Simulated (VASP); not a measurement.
Consider the following.

```cif
data_La4
_chemical_formula_sum 'La4'
_space_group_name_H-M_alt 'P 1'
_space_group_IT_number 1
_cell_length_a 3.65897
_cell_length_b 3.65897
_cell_length_c 11.70644
_cell_angle_alpha 90.000
_cell_angle_beta 90.000
_cell_angle_gamma 120.000
loop_
_space_group_symop_operation_xyz
  'x, y, z'
loop_
_atom_site_label
_atom_site_type_symbol
_atom_site_fract_x
_atom_site_fract_y
_atom_site_fract_z
_atom_site_occupancy
La1 La 0.00000 0.00000 0.50000 1
La2 La 0.00000 0.00000 0.00000 1
La3 La 0.33333 0.66667 0.25000 1
La4 La 0.66667 0.33333 0.75000 1
```

Calculation: PBEsol GGA, VASP's PBE PAW potentials (set 64) (plane waves; VASP 6.6.1). Run with 480 eV cut-off, 10×10×4 Γ-centred mesh, first-order Methfessel-Paxton smearing of 0.10 eV, potentials La.

Each relaxation starts from this cell; other phases were not tried.

Q: The cell is relaxed at 5 GPa. What happens?

A: The volume per atom goes from 33.93 to 29.24 Å³ (-13.8 %), and the cell becomes a = b = 3.4837 Å, c = 11.1286 Å, α = β = 90.00°, γ = 120.00°, space group P6_3/mmc.

Failed runs are left out, and for metals the shear rows, which the mesh's noise covers.

The compound is La in the dhcp structure.
